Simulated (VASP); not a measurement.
The input files of a VASP run:

### INCAR
```
SYSTEM = SnTe
PREC = Accurate
ENCUT = 520
EDIFF = 1E-6
NELM = 100
ALGO = Normal
LREAL = .FALSE.
LASPH = .TRUE.
ISMEAR = 0
SIGMA = 0.05
GGA = RP
LMAXMIX = 4
LWAVE = .FALSE.
LCHARG = .FALSE.
IBRION = 2
ISIF = 3
NSW = 60
EDIFFG = -0.01
```

File KPOINTS:
```
Automatic mesh
0
Gamma
7 7 7
0 0 0
```

**POSCAR**
```
SnTe
1
    0.0000000000     3.1600000000     3.1600000000
    3.1600000000     0.0000000000     3.1600000000
    3.1600000000     3.1600000000     0.0000000000
Sn Te
1 1
Direct
  0.0000000000   0.0000000000   0.0000000000
  0.5000000000   0.5000000000   0.5000000000
```

POTCAR, in this order: Sn_d Te (PBE.64 set). Program: vasp_std.

Question: Write an equivalent input for Ansatz.

Answer: One equivalent input (not run):
Ansatz 0.2 input:
```yaml
crystal:
  lattice:
    - [0.0000000, 3.1600000, 3.1600000]
    - [3.1600000, 0.0000000, 3.1600000]
    - [3.1600000, 3.1600000, 0.0000000]
  atoms:
    - { symbol: Sn, position: [0.0000000, 0.0000000, 0.0000000] }
    - { symbol: Te, position: [0.5000000, 0.5000000, 0.5000000] }
kpoints:
  mp_grid: { grid: [7, 7, 7] }
hamiltonian:
  xc: rpbe
  pseudopotentials: { kind: paw }
scf:
  occupations: { method: gaussian, width: 0.05 }
  max_iter: 100
relax:
  max_steps: 60
  f_tol: 0.01
  cell: {}
output: { forces: true, stress: true, eigenvalues: true }
```
What does not carry over: each code has its own PAW files, so the cut-off isn't converted (ENCUT is set for VASP's; basis.ecutwfc is left out, and Ansatz then takes the one that its files recommend); Ansatz stops its SCF on the density residual and VASP on the energy change (EDIFF).

The compound is SnTe in the rock salt structure, which distorts at low temperature. This run relaxes it. Symmetry was kept, so distortions that lower it aren't found.
